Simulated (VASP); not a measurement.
Here is the system:

```
CELL_PARAMETERS angstrom
      1.84777    -3.20043     0.00000
      1.84777     3.20043     0.00000
      0.00000     0.00000     5.94223
ATOMIC_POSITIONS crystal
  Zr 0.00000 0.00000 0.00000
  Se 0.33333 0.66667 0.26689
  Se 0.66667 0.33333 0.73311
```

The numbers are results of LDA (Ceperley-Alder, Perdew-Zunger), VASP's LDA PAW potentials (set 64) (plane waves; VASP), not measurements. Settings: 400 eV cut-off, 11×11×6 Γ-centred mesh, tetrahedra with Blöchl corrections, potentials Zr_sv Se.

The cores are frozen, which limits the accuracy of field gradients.

Task: Give the principal components of the electric field gradient (V/Å²) and the asymmetry η at each nucleus.

Result: 
```tsv
atom	Vxx	Vyy	Vzz	η
Zr1	18.7	18.7	-37.4	0.00
Se2	-6.4	-6.4	12.9	0.00
Se3	-6.4	-6.4	12.9	0.00
```

The compound is ZrSe2 in the 1T layered structure. It was relaxed first, which changed the volume by -7 %.
